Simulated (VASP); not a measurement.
Method: LDA (Ceperley-Alder, Perdew-Zunger), VASP's LDA PAW potentials (set 64) (plane waves; VASP 6.6.1).

VASP input:

**INCAR**
```
! general
SYSTEM   =  V
PREC     =  Accurate
ENCUT    =  500
LREAL    =  .FALSE.
LASPH    =  .TRUE.

! electronic loop
EDIFF    =  1E-6
NELM     =  100
ALGO     =  Normal
LMAXMIX  =  4

! smearing
ISMEAR   =  1
SIGMA    =  0.1

! ions
IBRION   =  2
NSW      =  40
ISIF     =  3
EDIFFG   =  -0.02
PSTRESS  =  200

! output
LWAVE    =  .FALSE.
LCHARG   =  .FALSE.
```

File KPOINTS:
```
K-points
0
G
  18 18 18
0 0 0
```

File POSCAR:
```
V
1
   -1.4246492561     1.4246492561     1.4246492561
    1.4246492561    -1.4246492561     1.4246492561
    1.4246492561     1.4246492561    -1.4246492561
V
1
Direct
  0.0000000000   0.0000000000   0.0000000000
```

POTCAR, in this order: V_sv (LDA.64 set). Program: vasp_std.

What VASP printed:

OSZICAR:
```
       N       E                     dE             d eps       ncg     rms          rms(c)
DAV:   1     0.809270955520E+02    0.80927E+02   -0.71706E+03  3910   0.141E+03
DAV:   2    -0.970537167559E+01   -0.90632E+02   -0.88744E+02  4030   0.362E+02
DAV:   3    -0.110404290159E+02   -0.13351E+01   -0.13223E+01  4020   0.520E+01
DAV:   4    -0.110477553695E+02   -0.73264E-02   -0.73249E-02  3956   0.417E+00
DAV:   5    -0.110478459788E+02   -0.90609E-04   -0.90610E-04  4032   0.445E-01    0.231E+01
DAV:   6    -0.993367953300E+01    0.11142E+01   -0.39424E+00  3920   0.311E+01    0.428E+00
DAV:   7    -0.990085083845E+01    0.32829E-01   -0.43240E-02  3940   0.257E+00    0.166E+00
DAV:   8    -0.989117275167E+01    0.96781E-02   -0.81812E-03  3916   0.164E+00    0.515E-02
DAV:   9    -0.989114815179E+01    0.24600E-04   -0.10011E-04  3928   0.188E-01    0.363E-02
DAV:  10    -0.989116094696E+01   -0.12795E-04   -0.42255E-06  3818   0.250E-02    0.254E-03
DAV:  11    -0.989116084911E+01    0.97850E-07   -0.55156E-07  1958   0.119E-02
   1 F= -.84473734E+01 E0= -.84472939E+01  d E =-.844737E+01
```

OUTCAR:
```
------------------------ aborting loop because EDIFF is reached ----------------------------------------
  FORCE on cell =-STRESS in cart. coord.  units (eV):
  Direction    XX          YY          ZZ          XY          YZ          ZX
  --------------------------------------------------------------------------------------
  Total        1.4520295      1.4520295      1.4520295      0.0000000      0.0000000     -0.0000000
  in kB      201.1417251    201.1417251    201.1417251      0.0000000      0.0000000     -0.0000000
  external PRESSURE =       1.1417251 kB  Pullay stress =     200.0000000 kB
  volume of cell :       11.57
      direct lattice vectors                 reciprocal lattice vectors
    -1.424649256  1.424649256  1.424649256     0.000000000  0.350963578  0.350963578
     1.424649256 -1.424649256  1.424649256     0.350963578  0.000000000  0.350963578
     1.424649256  1.424649256 -1.424649256     0.350963578  0.350963578  0.000000000
 POSITION                                       TOTAL-FORCE (eV/Angst)
 -----------------------------------------------------------------------------------
      0.00000      0.00000      0.00000         0.000000     -0.000000      0.000000
 -----------------------------------------------------------------------------------
    total drift:                                0.000000      0.000000      0.000000
  FREE ENERGIE OF THE ION-ELECTRON SYSTEM (eV)
  ---------------------------------------------------
  free  energy   TOTEN  =        -9.8911608491 eV

  energy  without entropy=       -9.8909223943  energy(sigma->0) =       -9.89108136
  enthalpy is  TOTEN    =        -8.4473733688 eV   P V=        1.4437874803

 reached required accuracy - stopping structural energy minimisation
```
(Selected blocks of OUTCAR.)

The compound is V in the bcc structure. It was relaxed first under an external pressure of 20 GPa. The run is not spin-polarised, so no magnetic state was tried.
